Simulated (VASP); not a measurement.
# BeCr3 (Pm-3m) in VASP: further runs, part 2 of 3

VASP 6.6.1.

## 3. Relaxation of cell and atoms, r2SCAN, collinear spin, ferromagnetic start

The input, INCAR:

```
PREC     = Accurate       # precision mode
ENCUT    = 600            # plane-wave cutoff, eV
EDIFF    = 1E-7           # SCF threshold, eV
ISMEAR   = -1             # smearing method
SIGMA    = 0.05           # smearing width, eV
LREAL    = False          # projectors in reciprocal space
LASPH    = True           # aspherical terms in the spheres
NELM     = 150            # most SCF steps
ALGO     = Normal         # electronic algorithm
ISIF     = 3              # what is computed and relaxed
LWAVE    = False          # write WAVECAR
LCHARG   = False          # write CHGCAR
ISPIN    = 2              # spin polarisation
MAGMOM   = 3 3 3 0        # initial moments
LORBIT   = 11             # projections on sites
LMAXMIX  = 4              # l up to which the mixer works
METAGGA  = R2SCAN         # meta-GGA
LMIXTAU  = True         
IBRION   = 2              # ionic algorithm
NSW      = 60             # ionic steps
EDIFFG   = -0.005         # ionic threshold
```

The input, KPOINTS:

```
Automatic mesh
0
Gamma
  6 6 6
```

The input, POSCAR:

```
BeCr3
1.0
    3.5112140000      0.0000000000      0.0000000000
    0.0000000000      3.5112140000      0.0000000000
    0.0000000000      0.0000000000      3.5112140000
Cr Be
3 1
Direct
    0.5000000000      0.5000000000      0.0000000000
    0.5000000000      0.0000000000      0.5000000000
    0.0000000000      0.5000000000      0.5000000000
    0.0000000000      0.0000000000      0.0000000000
```

Potentials or basis: VASP PAW PBE potentials, release 64 (Cr_pv, Be).

Command:

```bash
> cat potpaw_PBE.64/Cr_pv/POTCAR potpaw_PBE.64/Be/POTCAR > POTCAR
> mpirun -np 1 vasp_std > vasp.out
```

OUTCAR:

```text
PREC = Accurate
   ENCUT = 600
   EDIFF = 1E-7
   ISMEAR = -1
   LREAL = False
   LASPH = True
   NELM = 150
   ISIF = 3
   ISPIN = 2
   LORBIT = 11
   METAGGA = R2SCAN
   IBRION = 2
   NSW = 60
   EDIFFG = -0.005

 ion  position               nearest neighbor table
   1  0.500  0.500  0.000-   2 2.48   3 2.48   4 2.48   2 2.48   3 2.48   2 2.48   4 2.48   2 2.48
                             3 2.48   4 2.48   3 2.48   4 2.48
   2  0.500  0.000  0.500-   1 2.48   3 2.48   4 2.48   1 2.48   4 2.48   1 2.48   3 2.48   1 2.48
                             3 2.48   4 2.48   4 2.48   3 2.48
   3  0.000  0.500  0.500-   1 2.48   2 2.48   4 2.48   1 2.48   4 2.48   2 2.48   4 2.48   4 2.48
                             1 2.48   2 2.48   1 2.48   2 2.48
   4  0.000  0.000  0.000-   1 2.48   2 2.48   3 2.48   2 2.48   3 2.48   1 2.48   3 2.48   3 2.48
                             1 2.48   2 2.48   2 2.48   1 2.48

  LATTYP: Found a simple cubic cell.
 ALAT       =     3.5112140000

  Lattice vectors:

 A1 = (   3.5112140000,   0.0000000000,   0.0000000000)
 A2 = (   0.0000000000,   3.5112140000,   0.0000000000)
 A3 = (   0.0000000000,   0.0000000000,   3.5112140000)

Analysis of symmetry for initial positions (statically):
=====================================================================
 Subroutine PRICEL returns:
 Original cell was already a primitive cell.

 Routine SETGRP: Setting up the symmetry group for a
 simple cubic supercell.

 Subroutine GETGRP returns: Found 48 space group operations
 (whereof 48 operations were pure point group operations)
[... 186 lines left out ...]
 fundamental gap:      0.0504822289
 Fermi energy:         9.8681441915

 spin component 1

 k-point     1 :       0.0000    0.0000    0.0000
  band No.  band energies     occupation
      1     -35.1971      1.00000
      2     -35.1971      1.00000
      3     -35.1971      1.00000
      4     -34.7069      1.00000
      5     -34.7069      1.00000
      6     -34.7069      1.00000
[... 1311 lines left out ...]
 number of electron      38.0000004 magnetization       0.0000043

 number of electron      38.0000004 magnetization      -0.0000005

 Free energy of the ion-electron system (eV)
  ---------------------------------------------------
  ext. energy  EPLUGINS =         0.00000000
  ---------------------------------------------------
  free energy    TOTEN  =       -48.25984324 eV

  energy without entropy =      -48.23832050  energy(sigma->0) =      -48.24908187

 E-fermi :  10.1144     XC(G=0): -14.2704

 val. band max:       10.0873919197   @ k =   0.1667   0.0000   0.0000
 cond. band min:      10.1404190685   @ k =   0.3333   0.3333   0.0000
 fundamental gap:      0.0530271489
 Fermi energy:        10.1143551924

 spin component 1

 k-point     1 :       0.0000    0.0000    0.0000
  band No.  band energies     occupation
      1     -34.9704      1.00000
      2     -34.9704      1.00000
      3     -34.9704      1.00000
      4     -34.4484      1.00000
      5     -34.4484      1.00000
      6     -34.4484      1.00000
[... 1263 lines left out ...]
  FREE ENERGIE OF THE ION-ELECTRON SYSTEM (eV)
  ---------------------------------------------------
  free  energy   TOTEN  =       -48.2598432351 eV

  energy  without entropy=      -48.2383204985  energy(sigma->0) =      -48.24908187

 reached required accuracy - stopping structural energy minimisation

 total charge

# of ion       s       p       d       tot
------------------------------------------
    1        0.650   6.400   4.239  11.289
    2        0.650   6.400   4.239  11.289
    3        0.650   6.400   4.239  11.289
    4        0.455   0.746   0.000   1.201
--------------------------------------------------
tot          2.404  19.946  12.717  35.067

 magnetization (x)

# of ion       s       p       d       tot
------------------------------------------
    1       -0.000   0.000  -0.000  -0.000
    2       -0.000   0.000  -0.000  -0.000
    3       -0.000   0.000  -0.000  -0.000
    4       -0.000  -0.000   0.000  -0.000
--------------------------------------------------
tot         -0.000   0.000  -0.000  -0.000
```

CONTCAR:

```text
BeCr3
   1.00000000000000
     3.4890311227551098    0.0000000000000000    0.0000000000000000
    -0.0000000000000000    3.4890311227551098    0.0000000000000000
    -0.0000000000000000   -0.0000000000000000    3.4890311227551098
  Cr              Be
     3     1
Direct
     0.5000000000000000    0.5000000000000000    0.0000000000000000
     0.5000000000000000    0.0000000000000000    0.5000000000000000
     0.0000000000000000    0.5000000000000000    0.5000000000000000
     0.0000000000000000    0.0000000000000000    0.0000000000000000

  0.00000000E+00  0.00000000E+00  0.00000000E+00
  0.00000000E+00  0.00000000E+00  0.00000000E+00
  0.00000000E+00  0.00000000E+00  0.00000000E+00
  0.00000000E+00  0.00000000E+00  0.00000000E+00
```

It took 9 min on 1 thread of AMD EPYC 7R13 (Zen 3), shared host; peak memory 0.17 GiB.

Results:

```yaml
Free_energy: -48.2598 eV
Relaxed_volume: 10.62 Å³/atom
Relaxed_cell: a = 3.489 Å, b = 3.489 Å, c = 3.489 Å, α = 90.00°, β = 90.00°, γ = 90.00°
Space_group_after_relaxing_to_0.05_Å: Pm-3m (No. 221)
Energy_gained_by_relaxing: 2.7 meV/atom
Ionic_steps: 3
Pressure_after_relaxing: 0.0 GPa
Band_gap_on_the_k_mesh: none (metal or under the smearing width)
Net_moment: 0.00 μB per cell
Valence_electrons_inside_the_program's_atomic_spheres: Cr 11.29; Be 1.20
```

The path:
| step | energy change (eV) | largest force (eV/Å) | pressure (GPa) | volume (Å³) |
| --- | --- | --- | --- | --- |
| 1 | 0.0000 | 0.0000 | -4.22 | 43.29 |
| 2 | 0.0047 | 0.0000 | 5.43 | 41.53 |
| 3 | -0.0109 | 0.0000 | 0.01 | 42.47 |

Final structure:
```
Cr Be
1.0
     3.48903    0.00000    0.00000
     0.00000    3.48903    0.00000
     0.00000    0.00000    3.48903
Cr Be
3 1
Direct
  0.50000 0.50000 0.00000
  0.50000 0.00000 0.50000
  0.00000 0.50000 0.50000
  0.00000 0.00000 0.00000
```

Levels at points of the mesh, in eV from the Fermi level:
Spin up:
```csv
k point,band 16,band 17,band 18,band 19,band 20,band 21,band 22,band 23
"(0.00, 0.00, 0.00)",-3.27,0.69,0.69,0.69,1.78,1.78,1.78,2.11
"(0.50, 0.00, 0.00)",-1.60,-1.00,-1.00,-0.16,-0.03,0.57,0.71,0.71
"(0.50, 0.50, 0.00)",-1.87,-1.87,-0.83,-0.83,0.38,0.48,0.48,1.06
"(0.50, 0.50, 0.50)",-1.23,-0.95,-0.95,-0.95,0.73,0.73,0.73,0.84
```
Spin down:
| k point | band 15 | band 16 | band 17 | band 18 | band 19 | band 20 | band 21 | band 22 | band 23 | band 24 |
| --- | --- | --- | --- | --- | --- | --- | --- | --- | --- | --- |
| (0.00, 0.00, 0.00) | -3.27 | -3.27 | 0.69 | 0.69 | 0.69 | 1.78 | 1.78 | 1.78 | 2.11 | 2.11 |
| (0.50, 0.00, 0.00) | -2.68 | -1.60 | -1.00 | -1.00 | -0.16 | -0.03 | 0.57 | 0.71 | 0.71 | 1.16 |
| (0.50, 0.50, 0.00) | -2.15 | -1.87 | -1.87 | -0.83 | -0.83 | 0.38 | 0.48 | 0.48 | 1.06 | 1.37 |
| (0.50, 0.50, 0.50) | -1.23 | -1.23 | -0.95 | -0.95 | -0.95 | 0.73 | 0.73 | 0.73 | 0.84 | 1.35 |

Caveat: the starting moments collapsed, and a magnetic state may lie lower; the PAW data sets were made with another functional, which shifts forces and pressure a little.

## 4. Relaxation of cell and atoms, SCAN, collinear spin, ferromagnetic start

Edit INCAR of step 3 so:

```diff
@@ -16,3 +16,3 @@
 LMAXMIX  = 4              # l up to which the mixer works
-METAGGA  = R2SCAN         # meta-GGA
+METAGGA  = SCAN           # meta-GGA
 LMIXTAU  = True
```

KPOINTS is that of step 3.

POSCAR is that of step 3.

Potentials or basis: VASP PAW PBE potentials, release 64 (Cr_pv, Be).

Command:

```bash
> cat potpaw_PBE.64/Cr_pv/POTCAR potpaw_PBE.64/Be/POTCAR > POTCAR
> mpirun -np 1 vasp_std > vasp.out
```

OUTCAR:

```text
PREC = Accurate
   ENCUT = 600
   EDIFF = 1E-7
   ISMEAR = -1
   LREAL = False
   LASPH = True
   NELM = 150
   ISIF = 3
   ISPIN = 2
   LORBIT = 11
   METAGGA = SCAN
   IBRION = 2
   NSW = 60
   EDIFFG = -0.005

 ion  position               nearest neighbor table
   1  0.500  0.500  0.000-   2 2.48   3 2.48   4 2.48   2 2.48   3 2.48   2 2.48   4 2.48   2 2.48
                             3 2.48   4 2.48   3 2.48   4 2.48
   2  0.500  0.000  0.500-   1 2.48   3 2.48   4 2.48   1 2.48   4 2.48   1 2.48   3 2.48   1 2.48
                             3 2.48   4 2.48   4 2.48   3 2.48
   3  0.000  0.500  0.500-   1 2.48   2 2.48   4 2.48   1 2.48   4 2.48   2 2.48   4 2.48   4 2.48
                             1 2.48   2 2.48   1 2.48   2 2.48
   4  0.000  0.000  0.000-   1 2.48   2 2.48   3 2.48   2 2.48   3 2.48   1 2.48   3 2.48   3 2.48
                             1 2.48   2 2.48   2 2.48   1 2.48

  LATTYP: Found a simple cubic cell.
 ALAT       =     3.5112140000

[... 1535 lines left out ...]
  free energy    TOTEN  =       -59.03939009 eV

  energy without entropy =      -59.01769208  energy(sigma->0) =      -59.02854109

 E-fermi :  10.1584     XC(G=0): -14.2758

 val. band max:       10.1465895498   @ k =   0.1667   0.0000   0.0000
 cond. band min:      10.1825422166   @ k =   0.3333   0.3333   0.0000
 fundamental gap:      0.0359526667
 Fermi energy:        10.1583758563

 spin component 1

 k-point     1 :       0.0000    0.0000    0.0000
  band No.  band energies     occupation
      1     -35.0016      1.00000
      2     -35.0007      1.00000
      3     -35.0007      1.00000
      4     -34.4786      1.00000
      5     -34.4783      1.00000
      6     -34.4782      1.00000
[... 1263 lines left out ...]
  FREE ENERGIE OF THE ION-ELECTRON SYSTEM (eV)
  ---------------------------------------------------
  free  energy   TOTEN  =       -59.0393900896 eV

  energy  without entropy=      -59.0176920826  energy(sigma->0) =      -59.02854109

 reached required accuracy - stopping structural energy minimisation

 total charge

# of ion       s       p       d       tot
------------------------------------------
    1        0.663   6.413   4.240  11.316
    2        0.663   6.413   4.240  11.316
    3        0.663   6.413   4.240  11.316
    4        0.452   0.748   0.000   1.200
--------------------------------------------------
tot          2.440  19.988  12.721  35.148

 magnetization (x)

# of ion       s       p       d       tot
------------------------------------------
    1       -0.000   0.000  -0.000  -0.000
    2       -0.000   0.000  -0.000  -0.000
    3       -0.000   0.000  -0.000  -0.000
    4       -0.000  -0.000   0.000  -0.000
--------------------------------------------------
tot         -0.000   0.000  -0.000  -0.000
```

CONTCAR:

```text
BeCr3
   1.00000000000000
     3.4802867419359762   -0.0000000000000000    0.0000000000000000
     0.0000000000000000    3.4802867419359762    0.0000000000000000
    -0.0000000000000000   -0.0000000000000000    3.4802867419359762
  Cr              Be
     3     1
Direct
     0.5000000000000000    0.5000000000000000    0.0000000000000000
     0.5000000000000000    0.0000000000000000    0.5000000000000000
     0.0000000000000000    0.5000000000000000    0.5000000000000000
     0.0000000000000000    0.0000000000000000    0.0000000000000000

  0.00000000E+00  0.00000000E+00  0.00000000E+00
  0.00000000E+00  0.00000000E+00  0.00000000E+00
  0.00000000E+00  0.00000000E+00  0.00000000E+00
  0.00000000E+00  0.00000000E+00  0.00000000E+00
```

Run time: 15 min. Hardware: 1 thread of AMD EPYC 7R13 (Zen 3), shared host; peak memory 0.18 GiB.

Results:

| Property | Result |
| --- | --- |
| Free energy | -59.0394 eV |
| Relaxed volume | 10.54 Å³/atom |
| Relaxed cell | a = 3.480 Å, b = 3.480 Å, c = 3.480 Å, α = 90.00°, β = 90.00°, γ = 90.00° |
| Space group after relaxing (to 0.05 Å) | Pm-3m (No. 221) |
| Energy gained by relaxing | 4.7 meV/atom |
| Ionic steps | 3 |
| Pressure after relaxing | 0.0 GPa |
| Band gap on the k mesh | none (metal or under the smearing width) |
| Net moment | 0.00 μB per cell |
| Valence electrons inside the program's atomic spheres | Cr 11.32; Be 1.20 |

Step by step:
```tsv
step	energy change (eV)	largest force (eV/Å)	pressure (GPa)	volume (Å³)
1	0.0000	0.0000	-5.18	43.29
2	-0.0018	0.0000	5.60	41.13
3	-0.0187	0.0000	0.00	42.15
```

Final structure:
```
CELL_PARAMETERS angstrom
3.48029 0.00000 0.00000
0.00000 3.48029 0.00000
0.00000 0.00000 3.48029
ATOMIC_POSITIONS crystal
Cr 0.50000 0.50000 0.00000
Cr 0.50000 0.00000 0.50000
Cr 0.00000 0.50000 0.50000
Be 0.00000 0.00000 0.00000
```

Levels at points of the mesh, in eV from the Fermi level:
Spin up:
| k point | band 15 | band 16 | band 17 | band 18 | band 19 | band 20 | band 21 | band 22 | band 23 | band 24 |
| --- | --- | --- | --- | --- | --- | --- | --- | --- | --- | --- |
| (0.00, 0.00, 0.00) | -3.34 | -3.34 | 0.70 | 0.70 | 0.70 | 1.79 | 1.79 | 1.79 | 2.22 | 2.22 |
| (0.50, 0.00, 0.00) | -2.66 | -1.63 | -1.05 | -1.05 | -0.18 | -0.02 | 0.61 | 0.70 | 0.70 | 1.17 |
| (0.50, 0.50, 0.00) | -2.22 | -1.93 | -1.93 | -0.88 | -0.88 | 0.36 | 0.52 | 0.52 | 1.07 | 1.35 |
| (0.50, 0.50, 0.50) | -1.13 | -1.13 | -1.01 | -1.01 | -1.01 | 0.78 | 0.79 | 0.79 | 0.84 | 1.37 |
Spin down:
```tsv
k point	band 16	band 17	band 18	band 19	band 20	band 21	band 22	band 23
(0.00, 0.00, 0.00)	-3.34	0.70	0.70	0.70	1.79	1.79	1.79	2.22
(0.50, 0.00, 0.00)	-1.63	-1.05	-1.05	-0.18	-0.02	0.61	0.70	0.70
(0.50, 0.50, 0.00)	-1.93	-1.93	-0.88	-0.88	0.36	0.52	0.52	1.07
(0.50, 0.50, 0.50)	-1.13	-1.01	-1.01	-1.01	0.78	0.79	0.79	0.84
```

Caveat: the starting moments collapsed, and a magnetic state may lie lower; the PAW data sets were made with another functional, which shifts forces and pressure a little.

## 5. Relaxation of cell and atoms, optB88-vdW, collinear spin, ferromagnetic start

Edit INCAR of step 4 so:

```diff
@@ -16,4 +16,7 @@
 LMAXMIX  = 4              # l up to which the mixer works
-METAGGA  = SCAN           # meta-GGA
-LMIXTAU  = True         
+GGA      = BO             # functional
+LUSE_VDW = True         
+AGGAC    = 0.0          
+PARAM1   = 0.1833333333 
+PARAM2   = 0.22         
 IBRION   = 2              # ionic algorithm
```

KPOINTS is that of step 4.

POSCAR is that of step 4.

Potentials or basis: VASP PAW PBE potentials, release 64 (Cr_pv, Be).

Command:

```bash
> cat potpaw_PBE.64/Cr_pv/POTCAR potpaw_PBE.64/Be/POTCAR > POTCAR
> mpirun -np 1 vasp_std > vasp.out
```

OUTCAR:

```text
PREC = Accurate
   ENCUT = 600
   EDIFF = 1E-7
   ISMEAR = -1
   LREAL = False
   LASPH = True
   NELM = 150
   ISIF = 3
   ISPIN = 2
   LORBIT = 11
   GGA = BO
   IBRION = 2
   NSW = 60
   EDIFFG = -0.005

 ion  position               nearest neighbor table
   1  0.500  0.500  0.000-   2 2.48   3 2.48   4 2.48   2 2.48   3 2.48   2 2.48   4 2.48   2 2.48
                             3 2.48   4 2.48   3 2.48   4 2.48
   2  0.500  0.000  0.500-   1 2.48   3 2.48   4 2.48   1 2.48   4 2.48   1 2.48   3 2.48   1 2.48
                             3 2.48   4 2.48   4 2.48   3 2.48
   3  0.000  0.500  0.500-   1 2.48   2 2.48   4 2.48   1 2.48   4 2.48   2 2.48   4 2.48   4 2.48
                             1 2.48   2 2.48   1 2.48   2 2.48
   4  0.000  0.000  0.000-   1 2.48   2 2.48   3 2.48   2 2.48   3 2.48   1 2.48   3 2.48   3 2.48
                             1 2.48   2 2.48   2 2.48   1 2.48

  LATTYP: Found a simple cubic cell.
 ALAT       =     3.5112140000

  Lattice vectors:

 A1 = (   3.5112140000,   0.0000000000,   0.0000000000)
 A2 = (   0.0000000000,   3.5112140000,   0.0000000000)
 A3 = (   0.0000000000,   0.0000000000,   3.5112140000)

Analysis of symmetry for initial positions (statically):
=====================================================================
 Subroutine PRICEL returns:
 Original cell was already a primitive cell.

 Routine SETGRP: Setting up the symmetry group for a
 simple cubic supercell.

 Subroutine GETGRP returns: Found 48 space group operations
 (whereof 48 operations were pure point group operations)
 out of a pool of 48 trial point group operations.

[... 227 lines left out ...]
 cond. band min:      10.1117182015   @ k =   0.3333   0.3333   0.0000
 fundamental gap:      0.0412059120
 Fermi energy:        10.0718248499

 spin component 1

 k-point     1 :       0.0000    0.0000    0.0000
  band No.  band energies     occupation
      1     -33.2464      1.00000
      2     -33.2464      1.00000
      3     -33.2464      1.00000
      4     -32.7305      1.00000
      5     -32.7305      1.00000
      6     -32.7305      1.00000
[... 1273 lines left out ...]
 number of electron      37.9999997 magnetization       0.0000001

 number of electron      37.9999997 magnetization      -0.0000001

 Free energy of the ion-electron system (eV)
  ---------------------------------------------------
  ext. energy  EPLUGINS =         0.00000000
  ---------------------------------------------------
  free energy    TOTEN  =       -21.90202322 eV

  energy without entropy =      -21.87575674  energy(sigma->0) =      -21.88888998

 E-fermi :   9.8922     XC(G=0): -13.1023

 val. band max:        9.8910831600   @ k =   0.1667   0.0000   0.0000
 cond. band min:       9.9302417199   @ k =   0.3333   0.3333   0.0000
 fundamental gap:      0.0391585598
 Fermi energy:         9.8922436983

 spin component 1

 k-point     1 :       0.0000    0.0000    0.0000
  band No.  band energies     occupation
      1     -33.4114      1.00000
      2     -33.4114      1.00000
      3     -33.4114      1.00000
      4     -32.9179      1.00000
      5     -32.9179      1.00000
      6     -32.9179      1.00000
[... 1267 lines left out ...]
  energy  without entropy=      -21.8757567414  energy(sigma->0) =      -21.88888998

Total vdW correction in eV:      5.6133374

 reached required accuracy - stopping structural energy minimisation

 total charge

# of ion       s       p       d       tot
------------------------------------------
    1        0.406   6.374   4.307  11.087
    2        0.406   6.374   4.307  11.087
    3        0.406   6.374   4.307  11.087
    4        0.449   0.732   0.000   1.181
--------------------------------------------------
tot          1.666  19.853  12.922  34.442

 magnetization (x)

# of ion       s       p       d       tot
------------------------------------------
    1       -0.000   0.000   0.000   0.000
    2       -0.000   0.000   0.000   0.000
    3       -0.000   0.000   0.000   0.000
    4        0.000  -0.000   0.000  -0.000
--------------------------------------------------
tot         -0.000  -0.000   0.000  -0.000
```

Wall time 3.6 min (1 thread of AMD EPYC 7R13 (Zen 3), shared host); peak memory 0.33 GiB.

What came out:

```yaml
Free_energy: -21.9020 eV
Relaxed_volume: 10.69 Å³/atom
Relaxed_cell: a = 3.496 Å, b = 3.496 Å, c = 3.496 Å, α = 90.00°, β = 90.00°, γ = 90.00°
Space_group_after_relaxing_to_0.05_Å: Pm-3m (No. 221)
Energy_gained_by_relaxing: 1.2 meV/atom
Ionic_steps: 3
Pressure_after_relaxing: 0.0 GPa
Band_gap_on_the_k_mesh: none (metal or under the smearing width)
Net_moment: 0.00 μB per cell
Valence_electrons_inside_the_program's_atomic_spheres: Cr 11.09; Be 1.18
```

The path:
```tsv
step	energy change (eV)	largest force (eV/Å)	pressure (GPa)	volume (Å³)
1	0.0000	0.0000	-2.71	43.29
2	0.0010	0.0000	3.13	42.15
3	-0.0047	0.0000	-0.01	42.74
```

Final structure:
```yaml
crystal:
  lattice:
    - [3.49637, 0.00000, 0.00000]
    - [0.00000, 3.49637, 0.00000]
    - [0.00000, 0.00000, 3.49637]
  atoms:
    - { symbol: Cr, position: [0.50000, 0.50000, 0.00000] }
    - { symbol: Cr, position: [0.50000, 0.00000, 0.50000] }
    - { symbol: Cr, position: [0.00000, 0.50000, 0.50000] }
    - { symbol: Be, position: [0.00000, 0.00000, 0.00000] }
```

Caveat: the starting moments collapsed, and a magnetic state may lie lower; the PAW data sets were made with another functional, which shifts forces and pressure a little.

(Continued in part 3 of 3.)
